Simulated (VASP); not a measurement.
Calculation: LDA (Ceperley-Alder, Perdew-Zunger), VASP's LDA PAW potentials (set 64) (plane waves; VASP).

Input for VASP

INCAR:
```
SYSTEM = BaLi2(MgSi)2
PREC = Accurate
ENCUT = 400
EDIFF = 1E-6
NELM = 100
ALGO = Normal
LREAL = .FALSE.
LASPH = .TRUE.
ISMEAR = -1
SIGMA = 0.1
LMAXMIX = 4
LWAVE = .FALSE.
LCHARG = .FALSE.
ISIF = 2
```

POSCAR:
```
BaLi2(MgSi)2
8.6840
  0.2635882082   0.1521827499   1.0000000000
 -0.2635882082   0.1521827499   1.0000000000
  0.0000000000  -0.3043654998   1.0000000000
Ba Mg Li Si
1 2 2 2
Cart
 -0.0014436726  -0.0006521031   0.0049070000
 -0.0021340101  -0.0040629751   2.5977020000
 -0.0020617870  -0.0073473832   0.4144400000
 -0.0113016080   0.0083721818   1.2802740000
  0.0087637807   0.0036286455   1.7099160000
  0.0061139285  -0.0053910739   2.2703030000
  0.0020633685   0.0054527079   0.7224580000
```

KPOINTS:
```
Automatic mesh
0
Gamma
4 4 4
0 0 0
```

POTCAR, in this order: Ba_sv Mg Li_sv Si (LDA.64 set). Program: vasp_std.

Output of the run:

### OUTCAR
```
 ion  position               nearest neighbor table
   1  0.998  0.004  0.003-   6 3.45   4 3.48   6 3.53   2 3.54   6 3.54   3 3.56   7 3.57   4 3.59
                             7 3.61   4 3.62   5 3.64   7 3.65   5 3.66
   2  0.857  0.865  0.875-   5 2.76   5 2.77   7 2.79   6 2.84   7 2.85   5 2.93   7 2.93   3 3.06
                             3 3.10   3 3.10   1 3.54
   3  0.126  0.134  0.154-   7 2.68   4 2.76   6 2.88   4 2.89   6 2.91   6 2.99   4 3.01   2 3.06
                             2 3.10   2 3.10   1 3.56
   4  0.414  0.457  0.408-   6 2.53   6 2.58   3 2.76   6 2.84   3 2.89   3 3.01   1 3.48   1 3.59
                             1 3.62
   5  0.591  0.557  0.562-   7 2.60   7 2.63   7 2.70   2 2.76   2 2.77   2 2.93   1 3.64   1 3.66
  LATTYP: Found a trigonal (rhomboedric) cell.
 ALAT       =     9.0773280550
 COS(alpha) =     0.8728238630
 Subroutine PRICEL returns:
 Original cell was already a primitive cell.
 Subroutine GETGRP returns: Found  1 space group operations
The static configuration has the point symmetry C_1 .
The dynamic configuration has the point symmetry C_1 .
 Subroutine INISYM returns: Found  1 space group operations
 Subroutine IBZKPT returns following result:
 Found     36 irreducible k-points:

 Following reciprocal coordinates:
            Coordinates               Weight
  0.000000  0.000000  0.000000      1.000000
  0.250000 -0.000000  0.000000      2.000000
 -0.000000  0.250000  0.000000      2.000000
  0.000000  0.000000  0.250000      2.000000
  0.500000 -0.000000  0.000000      1.000000
 -0.000000  0.500000  0.000000      1.000000
  0.000000  0.000000  0.500000      1.000000
  0.250000  0.250000  0.000000      2.000000
 -0.250000  0.000000 -0.250000      2.000000
  0.000000  0.250000  0.250000      2.000000
  0.500000  0.250000  0.000000      2.000000
  0.500000 -0.000000 -0.250000      2.000000
  0.000000  0.500000  0.250000      2.000000
 -0.250000  0.500000  0.000000      2.000000
  0.250000  0.000000  0.500000      2.000000
  0.000000 -0.250000  0.500000      2.000000
...
```

File OSZICAR:
```
       N       E                     dE             d eps       ncg     rms          rms(c)
DAV:   1     0.121314880557E+03    0.12131E+03   -0.99415E+03  1296   0.114E+03
DAV:   2    -0.988156554056E+01   -0.13120E+03   -0.12837E+03  1782   0.226E+02
DAV:   3    -0.231851817161E+02   -0.13304E+02   -0.13142E+02  1930   0.622E+01
DAV:   4    -0.253305360678E+02   -0.21454E+01   -0.21423E+01  2124   0.199E+01
DAV:   5    -0.254052666897E+02   -0.74731E-01   -0.74719E-01  1820   0.417E+00    0.560E+00
DAV:   6    -0.243227120314E+02    0.10826E+01   -0.27447E+00  1410   0.539E+00    0.320E+00
DAV:   7    -0.241895889907E+02    0.13312E+00   -0.66850E-01  1678   0.287E+00    0.124E+00
DAV:   8    -0.241742819895E+02    0.15307E-01   -0.80895E-02  1552   0.120E+00    0.221E-01
DAV:   9    -0.241726670721E+02    0.16149E-02   -0.64265E-03  1672   0.330E-01    0.139E-01
DAV:  10    -0.241725803927E+02    0.86679E-04   -0.61245E-04  1822   0.107E-01    0.775E-02
DAV:  11    -0.241725738447E+02    0.65480E-05   -0.57810E-05  1520   0.424E-02    0.917E-03
DAV:  12    -0.241725737147E+02    0.12998E-06   -0.55434E-06  1694   0.121E-02
   1 F= -.24172574E+02 E0= -.24152937E+02  d E =-.392726E-01
```

**OUTCAR**
```
------------------------ aborting loop because EDIFF is reached ----------------------------------------
  FORCE on cell =-STRESS in cart. coord.  units (eV):
  Direction    XX          YY          ZZ          XY          YZ          ZX
  --------------------------------------------------------------------------------------
  Total       -3.3875557     -3.1747284     -2.5261703     -0.1303711     -0.1003827     -0.0593146
  in kB      -34.4345908    -32.2711962    -25.6785858     -1.3252256     -1.0203929     -0.6029345
  external PRESSURE =     -30.7947910 kB  Pullay stress =       0.0000000 kB
  volume of cell :      157.62
      direct lattice vectors                 reciprocal lattice vectors
     2.289000000  1.321555000  8.684000000     0.218435998  0.126114060  0.038384769
    -2.289000000  1.321555000  8.684000000    -0.218435998  0.126114060  0.038384769
     0.000000000 -2.643110000  8.684000000     0.000000000 -0.252228120  0.038384769
 POSITION                                       TOTAL-FORCE (eV/Angst)
 -----------------------------------------------------------------------------------
      2.27646      1.31589      8.72661         0.023027      0.021641     -0.076113
     -0.01853     -0.03528     22.55844         0.186418      0.152191     -0.204789
     -0.01790     -0.06380      3.59900        -0.029900      0.186390     -0.294808
     -0.09814      0.07270     11.11790         0.321991     -0.348804      0.125088
      0.07610      0.03151     14.84891        -0.214933     -0.066743      0.014419
      0.05309     -0.04682     19.71531        -0.307598      0.222096      0.177706
      0.01792      0.04735      6.27383         0.020995     -0.166771      0.258498
 -----------------------------------------------------------------------------------
    total drift:                               -0.000030     -0.000262      0.000172
  FREE ENERGIE OF THE ION-ELECTRON SYSTEM (eV)
  ---------------------------------------------------
  free  energy   TOTEN  =       -24.1725737147 eV

  energy  without entropy=      -24.1333010651  energy(sigma->0) =      -24.15293739
```
(Selected blocks of OUTCAR.)

At this cut-off the stress carries a Pulay error, which pulls relaxed volumes low.

The structure comes from a measured BaLi2Mg2Si2 entry of the Crystallography Open Database, whose conditions weren't checked. The cell was not relaxed at this level, atoms are displaced from their ideal sites. The k-mesh is coarse (spacing up to 0.40 per Å, 2π included), so the numbers may not be converged in it.
